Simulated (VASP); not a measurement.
**KCl (relaxed from the rock salt structure, space group Fm-3m): computed properties**

These are PBEsol GGA, VASP's PBE PAW potentials (set 64) (plane waves; VASP) values and carry that method's errors.

```
Property                                                                         Result
---------------------------------------------  ----------------------------------------
space group                                                                 Fm-3m (225)
cell                                           a = b = c = 6.2486 Å, α = β = γ = 90.00°
volume per atom                                                           30.50 Å³/atom
band gap (over mesh and band path)                                              5.09 eV
smallest direct gap (over mesh and band path)                                   5.09 eV
band-edge character                                                      direct, Γ to Γ
density                                                                      2.03 g/cm³
```

```cif
data_Cl4K4
_chemical_formula_sum 'K4 Cl4'
_space_group_name_H-M_alt 'Fm-3m'
_space_group_IT_number 225
_space_group_name_Hall '-F 4 2 3'
_cell_length_a 6.24862
_cell_length_b 6.24862
_cell_length_c 6.24862
_cell_angle_alpha 90.000
_cell_angle_beta 90.000
_cell_angle_gamma 90.000
loop_
_atom_site_label
_atom_site_type_symbol
_atom_site_symmetry_multiplicity
_atom_site_Wyckoff_symbol
_atom_site_fract_x
_atom_site_fract_y
_atom_site_fract_z
_atom_site_occupancy
K1 K 4 a 0.00000 0.00000 0.00000 1
Cl1 Cl 4 b 0.50000 0.50000 0.50000 1
```
(The calculation used a cell of 2 atoms; values per cell refer to that cell.)

The structure was generated: KCl was put into the rock salt type (Fm-3m), which need not be its known phase. It was relaxed first, which changed the volume by -15 %. Symmetry was kept, so distortions that lower it aren't found.
